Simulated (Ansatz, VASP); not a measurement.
# AlNi: VASP beside Ansatz, part 2 of 2

Wanted: the spread between two codes on one cell, functional and k mesh. The cell is taken from a series of runs on this material, whose earlier steps may have relaxed, scaled, displaced or heated it; both programs get it as it stands.

VASP 6.6.1 and Ansatz 0.2.0.

So far: Set-up; VASP: zone-centre phonons, LDA.

**3. Ansatz: zone-centre phonons, LDA**

Level of this step: Ansatz beside VASP: Kohn-Sham DFT, plane waves, LDA (Ansatz).

Ansatz runs on its PAW soft_1 files.

The same cell, functional (in two slightly different forms), mesh and smearing now go to Ansatz, which takes its cutoff from its data sets.

input.yaml

```yaml
crystal:
  lattice:
    - [2.8468382822, 0.0133975008, 0.0]
    - [0.0133975008, 2.8468382822, 0.0]
    - [0.0, 0.0, 2.8152022636]
  atoms:
    - { symbol: Al, position: [0.0, 0.0, 0.0] }
    - { symbol: Ni, position: [0.5, 0.5, 0.5] }
kpoints:
  mp_grid: { grid: [16, 16, 16] }
hamiltonian:
  xc: lda
  pseudopotentials: { kind: paw, azcp: { folder: soft_1 }, xc_functional: pbe }
scf:
  occupations: { method: methfessel_paxton, width: 0.2 }
output:
  eigenvalues: true
phonons:
  method: dfpt
```

Command:

```sh
ansatz run input.yaml --threads 4 --pin off --max-ram 10240MiB --backend cpu --events-out ev --progress --plain --runs-dir out
```

Numbers of over 12 decimals in the logs are rounded to 6 here.

Log:

```text
zone centre: on kpoints.mp_grid the ground state, and the responses unless they are solved on pairs of k-points, stand on 1170 of the mesh's 4096 k-points, reduced under 4 symmetry operations, with k and −k counted as one. Each operation leaves every solved displacement unchanged or reverses it
Engine: ansatz 0.2.0, x86_64-unknown-linux-gnu
Pseudopotentials: kind: paw
Pseudopotential: Al, paw, valence charge 3, recommended cutoff 420 eV (normal), soft_1/Al.paw.azcp
Pseudopotential: Ni, paw, valence charge 18, recommended cutoff 420 eV (normal), soft_1/Ni.paw.azcp
Functional definition: SPW92
  exchange = slater_x
  correlation = pw_c
Crystal: 2 atoms, lattice volume = 22.815 Å³
Basis set: ecut = 420 eV, 461 PW (Γ), exchange–correlation on 40×40×40 points (8 copies of the dense FFT grid, shifted against one another)
Bands: 15, of which v1, the nominal top of the filled ones, is band 11 counted from 1 (10 counted from 0)
Symmetry: 8 space group operations
k-points: 1170 of 4096 (irreducible under 4 space group operations)
Non-local potential: Al, projectors of the file, l = 0: 2, l = 1: 2, l = 2: 1
Non-local potential: Ni, projectors of the file, l = 0: 3, l = 1: 2, l = 2: 3, l = 3: 1
PAW form: soft (Blöchl's): semilocal exchange-correlation on the pseudo side does not see the compensation charge
PAW frozen core: Al, regenerated for the run's functional, and the local potential with it (the file was generated under x = pbe(κ = 0.804, μ = 0.219515), c = pbe(β = 0.066725))
PAW frozen core: Ni, regenerated for the run's functional, and the local potential with it (the file was generated under x = pbe(κ = 0.804, μ = 0.219515), c = pbe(β = 0.066725))
PAW one-centre angular grid: Al, 110 points (default); XC on 64 Gauss nodes
PAW one-centre angular grid: Ni, 590 points (default); XC on 64 Gauss nodes
Initial density: superposition of atomic densities (chi_scale 0.1, normalization cell, long waves kept (reshape's long-wave potential 0.00 eV rms))
Initial wavefunctions: pseudopotential atomic-orbital guess
Functional: x = slater, c = lda
SCF iter   1: F=—  HF=-6288.060269 eV  |F-HF|=—  |Δ(HF+E_count)|=         —  Δρ=7.41e-2  dr2=1.34e0  ethr=3.10e-3  ⟨swp⟩=4.0  Hψ=77716  notcnv=0
preconditioner: auto → none  [metal: Δε(μ)=0.025 eV  Ē_g=10.479 eV  σ=0.200 eV  W_gap=0.10  n_scr=6 (ndim 8)  ℏωp=28.0 eV  f_vac=0.000  D(μ)=0.56/eV (n_scr^D=0)  sad-step TF]
SCF iter   2: F=—  HF=-6287.885028 eV  |F-HF|=—  |Δ(HF+E_count)|=   1.75e-1  S|Δr|=    0.00e0  Δρ=5.77e-2  dr2=8.42e-1  ethr=3.10e-3  ⟨swp⟩=2.0  Hψ=31386  notcnv=0  defer=272
SCF iter   3: F=—  HF=-6287.686082 eV  |F-HF|=—  |Δ(HF+E_count)|=   1.99e-1  S|Δr|=    0.00e0  Δρ=1.76e-2  dr2=7.02e-2  ethr=3.10e-3  ⟨swp⟩=2.0  Hψ=22290  notcnv=0  defer=272
SCF iter   4: F=—  HF=-6287.672911 eV  |F-HF|=—  |Δ(HF+E_count)|=   1.32e-2  S|Δr|=    0.00e0  Δρ=4.74e-3  dr2=2.84e-3  ethr=3.34e-4  ⟨swp⟩=1.7  Hψ=28223  notcnv=0  defer=253
SCF iter   5: F=—  HF=-6287.672872 eV  |F-HF|=—  |Δ(HF+E_count)|=   3.90e-5  S|Δr|=    0.00e0  Δρ=1.55e-3  dr2=2.53e-4  ethr=1.35e-5  ⟨swp⟩=2.1  Hψ=23031  notcnv=0  defer=252
SCF iter   6: F=—  HF=-6287.672797 eV  |F-HF|=—  |Δ(HF+E_count)|=   7.44e-5  S|Δr|=    0.00e0  Δρ=4.07e-4  dr2=1.84e-5  ethr=1.21e-6  ⟨swp⟩=2.4  Hψ=25725  notcnv=0  defer=252
SCF iter   7: F=—  HF=-6287.672791 eV  |F-HF|=—  |Δ(HF+E_count)|=   6.07e-6  S|Δr|=    0.00e0  Δρ=5.39e-5  dr2=3.39e-7  ethr=8.77e-8  ⟨swp⟩=2.2  Hψ=24185  notcnv=0  defer=252
SCF iter   8: F=—  HF=-6287.672804 eV  |F-HF|=—  |Δ(HF+E_count)|=   1.21e-5  S|Δr|=    0.00e0  Δρ=3.73e-6  dr2=1.84e-9  ethr=1.61e-9  ⟨swp⟩=2.2  Hψ=24586  notcnv=0  defer=252
SCF iter   9: F=-6287.672804 eV  HF=-6287.672804 eV  |F-HF|=6.37e-12  |Δ(HF+E_count)|=  2.97e-10  S|Δr|=    0.00e0  Δρ=2.04e-7  dr2=5.55e-12  ethr=1.00e-12  ⟨swp⟩=5.2  Hψ=88900  notcnv=0
SCF 1 converged in 9 iterations: F = -6287.672804 eV  dr2 = 5.55e-12
  greatest PAW one-centre occupation: 1.001 electrons in one spin orbital (limit 2), on the Ni atom at site 1 (counted from 0), in its partial waves of l = 1
DFPT response loops at Γ: preconditioner auto → Kerker (q_TF=auto, 2.691 Å⁻¹) (partly filled bands, converged f_vac=0.000); β = 1.00, the filter's whole step (`scf.mixing.beta` (0.50) is not read by the response loops under this deck's `scf.mixing.preconditioner`; to damp them name `kerker` or `kerker_dos`, under which they read `scf.mixing.beta`, and type it under 1.00, their step now; both keys bind the ground state too); Broyden in place of MSR1
SCF converged after 9 iterations
Stability not checked: this state was not tested for a lower state beside it, because cold or Methfessel-Paxton smearing, or corrected tetrahedra, fill the levels in a way that the test cannot read (fill_not_monotonic; see scf.lower_state_search)
Free energy (F): -6287.672804 eV
Harris-Foulkes:  -6287.672804 eV  (|F-HF|=6.37e-12)
Internal energy: -6287.673661 eV  (E = F + TS)
E sigma→0 (E₀):  -6287.673018 eV
Entropy (-TS):   0.000857 eV (0.429 meV/atom)
Fermi energy:    14.347605 eV
--- Per-component energies (eV) ---
  E_band       = -327.575678
  E_kinetic    = 370.758163
  E_local      = -3686.499618  (includes V_loc(G=0)·N_el)
  E_nonlocal   = -101.819363
  E_hartree    = 1937.576480
  E_xc         = -152.344284
  E_vxc        = -178.580609  (∫ρ·V_xc dr)
  E_paw        = -2037.607728  (= ΣΔE_a)
  E_vpaw       = -606.587842  (= ΣTr[D̂ρ^β])
  E_aug_tail   = 0.000827  (compensation charges beyond the density's cutoff)
  E_ewald      = -2618.227975
  E_core_change = 0.489838  (= ΣΔE_core)
  E_smearing   = 0.000857  (= −TS)
  E_closure    = -0.000000  (closes the sum)
  Σ components = -6287.672804   (vs F -6287.672804, Δ=0.00e0)
--- Band table (eV; the first three rows and the last of 1170) ---
  k-point 0: bands = [... 7 lower, 12.6743, 12.6981, 12.7244, 19.8295, 19.8943, 20.2738, 22.6369, 22.7182]
  k-point 1: bands = [... 7 lower, 12.6621, 12.6782, 12.6892, 19.4275, 19.9301, 19.9939, 22.6392, 23.4680]
  k-point 2: bands = [... 7 lower, 12.5629, 12.5918, 12.6895, 17.9827, 20.2237, 20.2846, 22.6458, 24.6002]
  k-point 1169: bands = [... 7 lower, 13.2842, 13.3162, 16.2249, 16.3103, 16.3563, 18.3633, 18.9747, 19.0470]
--- Phonons (Γ-DFPT): 4 representative perturbations + reference, on 1170 of 4096 k-points (Σ response iterations 12) ---
  k mesh reduced under 4 symmetry operations, with k and −k counted as one. Each operation leaves every solved displacement unchanged or reverses it
  ASR residual: 1.360e-4 → 0.000e0 eV/Å²; symmetrization residual: 9.622e-7 eV/Å²
  ASR residual per site (eV/Å²): 1.13e-5 1.36e-4
  Γ frequencies (cm⁻¹): 0.00 0.00 0.00 297.75 304.02 311.40
  non-analytic LO–TO correction: not included (Born effective charges unavailable; polar crystals: no LO–TO splitting at Γ)
```

The column dr2 measures how far the density is from self-consistency, as an energy; F and HF (Harris–Foulkes) agree once it is small.

**4. Side by side**

Known differences besides the potentials themselves: the data sets hold 21 valence electrons in Ansatz (on its PAW soft_1 files) and 13 in VASP; the cutoff is 420 eV in Ansatz and 600 eV in VASP; VASP's log shows a relativistic correction to its local exchange, Ansatz's none. Total energies have different zeros and are not compared.

Both answers:

```csv
quantity,Ansatz,VASP,difference
optical mode 1 (cm⁻¹),297.8,299.8,-0.69 %
optical mode 2 (cm⁻¹),304.0,306.0,-0.64 %
optical mode 3 (cm⁻¹),311.4,313.5,-0.68 %
```

Modes are paired by rising frequency, not by their patterns, so a pair may set unlike modes beside each other; they are those without the splitting of longitudinal modes.

**5. Outcome**

```yaml
r_m_s_difference_of_the_optical_zone_centre_modes_each_program_s_sorted_by_frequency_zone_centre_phonons_lda: 2.0 cm⁻¹
difference_in_optical_mode_1_zone_centre_phonons_lda: -0.7 %
```

The r.m.s. difference of the optical zone-centre modes, each program's sorted by frequency is 2.0 cm⁻¹ (zone-centre phonons, LDA). The data sets hold unlike numbers of valence electrons (21 in Ansatz and 13 in VASP), so part of the differences comes from the potentials. Among the rows given in per cent, the largest difference of the zone-centre phonons, LDA pair is in optical mode 1, -0.7 %. How closely two codes agree says nothing of how well the functional describes the real material.

[Lines on the potential files, build, host, timing and source positions are cut from VASP's logs without a mark.]

[Logs are printed without paths, hosts, clocks, repeated set-up lines and the standing remarks that a program may print on its own settings, such as how far it seeks lower states.]

[Hosts, paths, dates, database ids (printed as entryN), source tags and the programs' standing remarks are cut or masked in the printed files.]
